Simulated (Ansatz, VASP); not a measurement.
# SrAlH3 in two plane-wave programs

One calculation is typed for both programs; each brings its own data sets. How far apart do they land? The cell is taken from a series of runs on this material, whose earlier steps may have relaxed, scaled, displaced or heated it; both programs get it as it stands.

Program: Ansatz 0.2.0. Level of theory: plane waves, with VASP 6.6.1 beside it; zone-centre phonons at PBEsol. Results are calculated unless marked as measured.

## Step 1: Starting point

The structure is tetragonal, space group P4mm (No. 99). Conventional cell: a = 3.563 Å, b = 3.563 Å, c = 4.933 Å, α = 90.00°, β = 90.00°, γ = 90.00°. Sr has 6 H at 2.29 to 2.61 Å nearest. Al has 4 H at 2.00 Å nearest. Nearest to H lie 2 Al at 2.00 Å and 2 H at 2.14 Å and 2 Sr at 2.29 Å. Nearest to H lie 4 H at 2.14 Å and 2 Sr at 2.32 to 2.61 Å and 4 Al at 2.53 Å. Farther neighbours are not listed.

## Step 2: Ansatz: zone-centre phonons, PBEsol, pair 1

Ansatz runs on its PAW soft_1 files.

Second derivatives magnify differences that forces hide, and they need a tight electronic threshold.

input.yaml

```yaml
crystal:
  lattice:
    - [3.5625675606, 0.0, 0.0]
    - [0.0, 3.5625675606, 0.0]
    - [0.0, 0.0, 4.9326782484]
  atoms:
    - { symbol: Sr, position: [0.5, 0.5, 0.434744068] }
    - { symbol: Al, position: [0.0, 0.0, 0.9104681865] }
    - { symbol: H, position: [0.0, 0.5, 0.7254333995] }
    - { symbol: H, position: [0.5, 0.0, 0.7254333995] }
    - { symbol: H, position: [0.5, 0.5, 0.9641045382] }
kpoints:
  mp_grid: { grid: [10, 10, 8] }
hamiltonian:
  xc: pbesol
  pseudopotentials: { kind: paw, azcp: { folder: soft_1 }, xc_functional: pbe }
scf:
  occupations: { method: methfessel_paxton, width: 0.2 }
output:
  eigenvalues: true
phonons:
  method: dfpt
```

On the command line:

```console
ansatz run input.yaml --threads 4 --pin off --max-ram 10240MiB --backend cpu --events-out ev --progress --plain --runs-dir out
```

Numbers of over 12 decimals in the logs are rounded to 6 here.

Output:

```text
zone centre: on kpoints.mp_grid the ground state, and the responses unless they are solved on pairs of k-points, stand on 180 of the mesh's 800 k-points, reduced under 4 symmetry operations, with k and −k counted as one. Each operation leaves every solved displacement unchanged or reverses it
Engine: ansatz 0.2.0, aarch64-unknown-linux-gnu
Pseudopotentials: kind: paw
Pseudopotential: Sr, paw, valence charge 10, recommended cutoff 420 eV (normal), soft_1/Sr.paw.azcp
Pseudopotential: Al, paw, valence charge 3, recommended cutoff 420 eV (normal), soft_1/Al.paw.azcp
Pseudopotential: H, paw, valence charge 1, recommended cutoff 420 eV (normal), soft_1/H.paw.azcp
Functional definition: PBEsol
  exchange = pbesol_x
  correlation = pbesol_c
Crystal: 5 atoms, lattice volume = 62.605 Å³
Basis set: ecut = 420 eV, 1213 PW (Γ), exchange–correlation on 48×48×72 points (8 copies of the dense FFT grid, shifted against one another)
Bands: 13, of which v1, the nominal top of the filled ones, is band 8 counted from 1 (7 counted from 0)
Symmetry: 8 space group operations
k-points: 180 of 800 (irreducible under 4 space group operations, time reversal used)
Non-local potential: Sr, projectors of the file, l = 0: 3, l = 1: 2, l = 2: 2
Non-local potential: Al, projectors of the file, l = 0: 2, l = 1: 2, l = 2: 1
Non-local potential: H, projectors of the file, l = 0: 2, l = 1: 1
PAW form: soft (Blöchl's): semilocal exchange-correlation on the pseudo side does not see the compensation charge
PAW frozen core: Sr, regenerated for the run's functional, and the local potential with it (the file was generated under x = pbe(κ = 0.804, μ = 0.219515), c = pbe(β = 0.066725))
PAW frozen core: Al, regenerated for the run's functional, and the local potential with it (the file was generated under x = pbe(κ = 0.804, μ = 0.219515), c = pbe(β = 0.066725))
PAW one-centre angular grid: Sr, 110 points (default); XC on 64 Gauss nodes
PAW one-centre angular grid: Al, 110 points (default); XC on 64 Gauss nodes
PAW one-centre angular grid: H, 110 points (default); XC on 64 Gauss nodes
Initial density: superposition of atomic densities (chi_scale 0.1, normalization cell, long waves kept (reshape's long-wave potential 0.03 eV rms))
Initial wavefunctions: pseudopotential atomic-orbital guess
Functional: x = pbesol(κ = 0.804, μ = 0.123457), c = pbesol(β = 0.046)
SCF iter   1: F=—  HF=-4064.516650 eV  |F-HF|=—  |Δ(HF+E_count)|=         —  Δρ=4.91e-2  dr2=1.87e0  ethr=3.10e-3  ⟨swp⟩=7.7  Hψ=18602  notcnv=0
preconditioner: auto → none  [metal: Δε(μ)=0.042 eV  Ē_g=13.215 eV  σ=0.200 eV  W_gap=0.17  n_scr=6 (ndim 8)  ℏωp=17.6 eV  f_vac=0.000  D(μ)=0.64/eV (n_scr^D=2)  sad-step TF]
SCF iter   2: F=—  HF=-4064.080358 eV  |F-HF|=—  |Δ(HF+E_count)|=   4.36e-1  S|Δr|=    0.00e0  Δρ=2.60e-2  dr2=6.28e-1  ethr=3.10e-3  ⟨swp⟩=2.2  Hψ=4457  notcnv=0  defer=69
SCF iter   3: F=—  HF=-4063.874274 eV  |F-HF|=—  |Δ(HF+E_count)|=   2.06e-1  S|Δr|=    0.00e0  Δρ=5.35e-3  dr2=5.92e-2  ethr=3.10e-3  ⟨swp⟩=2.3  Hψ=3849  notcnv=0  defer=69
SCF iter   4: F=—  HF=-4063.857057 eV  |F-HF|=—  |Δ(HF+E_count)|=   1.72e-2  S|Δr|=    0.00e0  Δρ=2.29e-3  dr2=2.55e-3  ethr=3.70e-4  ⟨swp⟩=1.3  Hψ=3884  notcnv=0  defer=119
SCF iter   5: F=—  HF=-4063.856830 eV  |F-HF|=—  |Δ(HF+E_count)|=   2.28e-4  S|Δr|=    0.00e0  Δρ=4.25e-4  dr2=1.22e-4  ethr=1.59e-5  ⟨swp⟩=2.2  Hψ=2730  notcnv=0  defer=121
SCF iter   6: F=—  HF=-4063.856818 eV  |F-HF|=—  |Δ(HF+E_count)|=   1.14e-5  S|Δr|=    0.00e0  Δρ=7.95e-5  dr2=3.99e-6  ethr=7.62e-7  ⟨swp⟩=2.4  Hψ=3233  notcnv=0  defer=121
SCF iter   7: F=—  HF=-4063.856818 eV  |F-HF|=—  |Δ(HF+E_count)|=   2.07e-7  S|Δr|=    0.00e0  Δρ=2.42e-5  dr2=7.95e-7  ethr=2.49e-8  ⟨swp⟩=2.1  Hψ=3493  notcnv=0  defer=121
SCF iter   8: F=—  HF=-4063.856818 eV  |F-HF|=—  |Δ(HF+E_count)|=   2.86e-7  S|Δr|=    0.00e0  Δρ=5.93e-6  dr2=2.68e-8  ethr=4.97e-9  ⟨swp⟩=2.1  Hψ=3454  notcnv=0  defer=123
SCF iter   9: F=—  HF=-4063.856818 eV  |F-HF|=—  |Δ(HF+E_count)|=   3.76e-9  S|Δr|=    0.00e0  Δρ=1.80e-6  dr2=9.96e-10  ethr=1.67e-10  ⟨swp⟩=2.4  Hψ=3437  notcnv=0  defer=123
SCF iter  10: F=—  HF=-4063.856818 eV  |F-HF|=—  |Δ(HF+E_count)|=  1.20e-10  S|Δr|=    0.00e0  Δρ=3.29e-7  dr2=3.39e-11  ethr=6.23e-12  ⟨swp⟩=2.6  Hψ=3536  notcnv=0  defer=123
SCF iter  11: F=-4063.856818 eV  HF=-4063.856818 eV  |F-HF|=9.09e-13  |Δ(HF+E_count)|=  1.05e-11  S|Δr|=    0.00e0  Δρ=3.92e-8  dr2=8.80e-13  ethr=1.00e-12  ⟨swp⟩=11.3  Hψ=12859  notcnv=0
SCF 1 converged in 11 iterations: F = -4063.856818 eV  dr2 = 8.80e-13
  greatest PAW one-centre occupation: 0.986 electrons in one spin orbital (limit 2), on the Sr atom at site 0 (counted from 0), in its partial waves of l = 0
DFPT response loops at Γ: preconditioner auto → Kerker (q_TF=auto, 2.173 Å⁻¹) (partly filled bands, converged f_vac=0.000); β = 1.00, the filter's whole step (`scf.mixing.beta` (0.50) is not read by the response loops under this deck's `scf.mixing.preconditioner`; to damp them name `kerker` or `kerker_dos`, under which they read `scf.mixing.beta`, and type it under 1.00, their step now; both keys bind the ground state too); Broyden in place of MSR1
SCF converged after 11 iterations
Stability not checked: this state was not tested for a lower state beside it, because cold or Methfessel-Paxton smearing, or corrected tetrahedra, fill the levels in a way that the test cannot read (fill_not_monotonic; see scf.lower_state_search)
Free energy (F): -4063.856818 eV
Harris-Foulkes:  -4063.856818 eV  (|F-HF|=9.09e-13)
Internal energy: -4063.857646 eV  (E = F + TS)
E sigma→0 (E₀):  -4063.857025 eV
Entropy (-TS):   0.000828 eV (0.166 meV/atom)
Fermi energy:    6.424934 eV
--- Per-component energies (eV) ---
  E_band       = -95.289336
  E_kinetic    = 295.986673
  E_local      = -736.549913  (includes V_loc(G=0)·N_el)
  E_nonlocal   = 245.141309
  E_hartree    = 183.792666
  E_xc         = -237.625793
  E_vxc        = -219.357765  (∫ρ·V_xc dr)
  E_paw        = -3097.913528  (= ΣΔE_a)
  E_vpaw       = -48.092176  (= ΣTr[D̂ρ^β])
  E_aug_tail   = -0.002795  (compensation charges beyond the density's cutoff)
  E_ewald      = -716.839753
  E_core_change = 0.153487  (= ΣΔE_core)
  E_smearing   = 0.000828  (= −TS)
  E_closure    = -0.000000  (closes the sum)
  Σ components = -4063.856818   (vs F -4063.856818, Δ=0.00e0)
--- Band table (eV; the first three rows and the last of 180) ---
  k-point 0: bands = [... 4 lower, -2.5904, 4.0069, 4.1198, 5.9625, 9.7798, 9.9039, 9.9039, 10.6453, ... 1 higher]
  k-point 1: bands = [... 4 lower, -2.4908, 3.8110, 4.0298, 6.1763, 9.7050, 9.7050, 10.0062, 10.4303, ... 1 higher]
  k-point 2: bands = [... 4 lower, -2.2325, 3.1785, 4.0871, 6.6701, 9.3622, 9.3622, 9.9921, 10.2755, ... 1 higher]
  k-point 179: bands = [... 4 lower, 1.5763, 1.5763, 4.0482, 4.1186, 5.6705, 9.1113, 9.1113, 10.8057, ... 1 higher]
--- Phonons (Γ-DFPT): 9 representative perturbations + reference, on 180 of 800 k-points (Σ response iterations 27) ---
  k mesh reduced under 4 symmetry operations, with k and −k counted as one. Each operation leaves every solved displacement unchanged or reverses it
  ASR residual: 4.109e-5 → 0.000e0 eV/Å²; symmetrization residual: 5.646e-7 eV/Å²
  ASR residual per site (eV/Å²): 4.11e-5 5.27e-6 3.88e-6 3.88e-6 2.24e-6
  Γ frequencies (cm⁻¹): -286.98 -286.98 0.00 0.00 0.00 250.10 281.45 281.45 663.17 663.17 887.48 998.16 1041.07 1131.87 1131.87
  non-analytic LO–TO correction: not included (Born effective charges unavailable; polar crystals: no LO–TO splitting at Γ)
```

(Part 1 of 3 ends here.)

[Lines on the potential files, build, host, timing and source positions are cut from VASP's logs without a mark.]

[Logs are printed without paths, hosts, clocks, repeated set-up lines and the standing remarks that a program may print on its own settings, such as how far it seeks lower states.]

[Hosts, paths, dates, database ids (printed as entryN), source tags and the programs' standing remarks are cut or masked in the printed files.]
